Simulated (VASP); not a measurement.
# Ga2SnO (I4/mcm) in VASP: further runs, part 2 of 2

VASP 6.6.1. Earlier steps stand in the parts before.

## Step 3: Relaxation of cell and atoms, PBE

This run uses another cell than the first one, of 19.45 Å³/atom, 1.030 times its volume.

The input, INCAR:

```
SYSTEM = Ga2SnO
PREC = Accurate
ENCUT = 520
EDIFF = 1E-7
ISMEAR = 0
SIGMA = 0.1
LREAL = .False.
LASPH = .True.
NELM = 120
ALGO = Normal
ISIF = 3
LWAVE = .False.
LCHARG = .False.
GGA = PE
IBRION = 2
NSW = 60
EDIFFG = -0.005
POTIM = 0.3
KPAR = 4
```

The input, KPOINTS:

```
regular mesh
0
Gamma
  6 6 6
  0 0 0
```

The input, POSCAR:

```
Ga2SnO                                  
1.0
   -3.6729719150      3.6729719150      2.8837031177
    3.6729719150     -3.6729719150      2.8837031177
    3.6729719150      3.6729719150     -2.8837031177
  Ga              Sn              O             
     4     2     2
Direct
     0.1480649235269258    0.6480649235269259    0.7961298470538445
     0.6480649235269259    0.8519350764730741    0.5000000000000000
     0.8519350764730741    0.3519350764730742    0.2038701529461554
     0.3519350764730742    0.1480649235269258    0.5000000000000000
     0.7500000000000000    0.7500000000000000    0.0000000000000000
     0.2500000000000000    0.2500000000000000    0.0000000000000000
     0.2500000000000000    0.7500000000000000    0.5000000000000000
     0.7500000000000000    0.2500000000000000    0.5000000000000000
```

Potentials or basis: VASP PAW PBE potentials, release 64 (Ga_d, Sn_d, O).

Run with:

```sh
cat potpaw_PBE.64/Ga_d/POTCAR potpaw_PBE.64/Sn_d/POTCAR potpaw_PBE.64/O/POTCAR > POTCAR
mpirun -np 4 vasp_std > vasp.out
```

OUTCAR:

```text
SYSTEM = Ga2SnO
   PREC = Accurate
   ENCUT = 520
   EDIFF = 1E-7
   ISMEAR = 0
   LREAL = .False.
   LASPH = .True.
   NELM = 120
   ISIF = 3
   GGA = PE
   IBRION = 2
   NSW = 60
   EDIFFG = -0.005
   POTIM = 0.3

 ion  position               nearest neighbor table
   1  0.148  0.648  0.796-   7 2.11   8 2.11   5 3.15   6 3.15   5 3.15   6 3.15
   2  0.648  0.852  0.500-   7 2.11   8 2.11   5 3.15   5 3.15   6 3.15   6 3.15
   3  0.852  0.352  0.204-   7 2.11   8 2.11   5 3.15   6 3.15   5 3.15   6 3.15
   4  0.352  0.148  0.500-   7 2.11   8 2.11   6 3.15   6 3.15   5 3.15   5 3.15
   5  0.750  0.750  0.000-   6 2.88   6 2.88   2 3.15   3 3.15   3 3.15   2 3.15   1 3.15   1 3.15
                             4 3.15   4 3.15
   6  0.250  0.250  0.000-   5 2.88   5 2.88   3 3.15   4 3.15   3 3.15   4 3.15   1 3.15   1 3.15
                             2 3.15   2 3.15
   7  0.250  0.750  0.500-   1 2.11   2 2.11   3 2.11   4 2.11
   8  0.750  0.250  0.500-   1 2.11   2 2.11   3 2.11   4 2.11

  LATTYP: Found a body centered tetragonal cell.
 ALAT       =     7.3459438300
 C/A-ratio  =     0.7851143936

  Lattice vectors:

 A1 = (  -3.6729719150,   3.6729719150,   2.8837031177)
 A2 = (   3.6729719150,  -3.6729719150,   2.8837031177)
 A3 = (   3.6729719150,   3.6729719150,  -2.8837031177)

Analysis of symmetry for initial positions (statically):
=====================================================================
 Subroutine PRICEL returns:
 Original cell was already a primitive cell.

 Routine SETGRP: Setting up the symmetry group for a
 body centered tetragonal supercell.

 Subroutine GETGRP returns: Found 16 space group operations
 (whereof  8 operations were pure point group operations)
 out of a pool of 16 trial point group operations.

The static configuration has the point symmetry C_4h.
[... 210 lines left out ...]
    total drift:                                0.000000      0.000000     -0.000000

  FREE ENERGIE OF THE ION-ELECTRON SYSTEM (eV)
  ---------------------------------------------------
  free  energy   TOTEN  =       -33.2874273133 eV

  energy  without entropy=      -33.2742495902  energy(sigma->0) =      -33.28083845

--------------------------------------- Ionic step        2  -------------------------------------------

 number of electron      92.0000018 magnetization

 Free energy of the ion-electron system (eV)
  ---------------------------------------------------
  ext. energy  EPLUGINS =         0.00000000
  ---------------------------------------------------
  free energy    TOTEN  =       -33.28745847 eV

  energy without entropy =      -33.27431469  energy(sigma->0) =      -33.28088658

 E-fermi :   5.6877     XC(G=0): -10.3244

 val. band max:        5.6765681506   @ k =  -0.1667   0.3333   0.1667
 cond. band min:       5.6918221815   @ k =  -0.1667   0.1667   0.0000
 fundamental gap:      0.0152540309
 Fermi energy:         5.6877299721

 k-point     1 :       0.0000    0.0000    0.0000
  band No.  band energies     occupation
      1     -16.1387      2.00000
      2     -15.9159      2.00000
      3     -15.9159      2.00000
      4     -15.8103      2.00000
      5     -15.8056      2.00000
      6     -15.7857      2.00000
[... 1381 lines left out ...]
     54      10.2852      0.00000
     55      10.6729      0.00000

 [... further k-points ...]

------------------------ aborting loop because EDIFF is reached ----------------------------------------

  FORCE on cell =-STRESS in cart. coord.  units (eV):
  Direction    XX          YY          ZZ          XY          YZ          ZX
  --------------------------------------------------------------------------------------
  -------------------------------------------------------------------------------------
  Total        0.0366039      0.0366039     -0.0097852      0.0000000      0.0000000      0.0000000
  in kB        0.3766468      0.3766468     -0.1006878      0.0000000      0.0000000      0.0000000
  external PRESSURE =       0.2175353 kB  Pullay stress =       0.0000000 kB

 VOLUME and BASIS-vectors are now :
 -----------------------------------------------------------------------------
  energy-cutoff  :      520.00
  volume of cell :      155.71
      direct lattice vectors                 reciprocal lattice vectors
    -3.673912119  3.673912119  2.883937361     0.000000000  0.136094709  0.173374085
     3.673912119 -3.673912119  2.883937361     0.136094709  0.000000000  0.173374085
     3.673912119  3.673912119 -2.883937361     0.136094709  0.136094709  0.000000000

 POSITION                                       TOTAL-FORCE (eV/Angst)
 -----------------------------------------------------------------------------------
      4.76201      1.08810     -0.00000         0.000457      0.000457     -0.000000
      2.58581      1.08810      2.88394        -0.000457      0.000457     -0.000000
     -1.08810      2.58581      2.88394        -0.000457     -0.000457      0.000000
      1.08810      2.58581      0.00000         0.000457     -0.000457     -0.000000
      0.00000      0.00000      4.32591        -0.000000     -0.000000     -0.000000
      0.00000      0.00000      1.44197         0.000000      0.000000     -0.000000
      3.67391     -0.00000      1.44197        -0.000000     -0.000000     -0.000000
     -0.00000      3.67391      1.44197         0.000000      0.000000     -0.000000
 -----------------------------------------------------------------------------------
    total drift:                               -0.000000     -0.000000      0.000000

  FREE ENERGIE OF THE ION-ELECTRON SYSTEM (eV)
  ---------------------------------------------------
  free  energy   TOTEN  =       -33.2874584671 eV

  energy  without entropy=      -33.2743146894  energy(sigma->0) =      -33.28088658

 reached required accuracy - stopping structural energy minimisation
```

CONTCAR:

```text
Ga2SnO
   1.00000000000000
    -3.6739121188547306    3.6739121188547306    2.8839373611396693
     3.6739121188547306   -3.6739121188547306    2.8839373611396693
     3.6739121188547306    3.6739121188547306   -2.8839373611396693
  Ga              Sn              O
     4     2     2
Direct
     0.1480844184464555    0.6480844184464555    0.7961688368929110
     0.6480844184464555    0.8519155815535445    0.5000000000000000
     0.8519155815535445    0.3519155815535445    0.2038311631070890
     0.3519155815535445    0.1480844184464555    0.5000000000000000
     0.7500000000000000    0.7500000000000000    0.0000000000000000
     0.2500000000000000    0.2500000000000000    0.0000000000000000
     0.2500000000000000    0.7500000000000000    0.5000000000000000
     0.7500000000000000    0.2500000000000000    0.5000000000000000

  0.00000000E+00  0.00000000E+00  0.00000000E+00
  0.00000000E+00  0.00000000E+00  0.00000000E+00
  0.00000000E+00  0.00000000E+00  0.00000000E+00
  0.00000000E+00  0.00000000E+00  0.00000000E+00
  0.00000000E+00  0.00000000E+00  0.00000000E+00
  0.00000000E+00  0.00000000E+00  0.00000000E+00
  0.00000000E+00  0.00000000E+00  0.00000000E+00
  0.00000000E+00  0.00000000E+00  0.00000000E+00
```

Wall time 1.7 min (4 MPI ranks of AMD EPYC 9R45 (Zen 5), shared host); peak memory 0.46 GiB.

Results:

```yaml
Free_energy: -33.2875 eV
Relaxed_volume: 19.46 Å³/atom
Relaxed_cell: a = 5.942 Å, b = 5.942 Å, c = 5.942 Å, α = 103.62°, β = 103.62°, γ = 121.93°
Space_group_after_relaxing_to_0.05_Å: I4/mcm (No. 140)
Energy_gained_by_relaxing: 0.0 meV/atom
Ionic_steps: 2
Pressure_after_relaxing: 0.0 GPa
Band_gap_on_the_k_mesh: none (metal or under the smearing width)
```

Final structure:
```yaml
crystal:
  lattice:
    - [-3.67391, 3.67391, 2.88394]
    - [3.67391, -3.67391, 2.88394]
    - [3.67391, 3.67391, -2.88394]
  atoms:
    - { symbol: Ga, position: [0.14808, 0.64808, 0.79617] }
    - { symbol: Ga, position: [0.64808, 0.85192, 0.50000] }
    - { symbol: Ga, position: [0.85192, 0.35192, 0.20383] }
    - { symbol: Ga, position: [0.35192, 0.14808, 0.50000] }
    - { symbol: Sn, position: [0.75000, 0.75000, 0.00000] }
    - { symbol: Sn, position: [0.25000, 0.25000, 0.00000] }
    - { symbol: O, position: [0.25000, 0.75000, 0.50000] }
    - { symbol: O, position: [0.75000, 0.25000, 0.50000] }
```
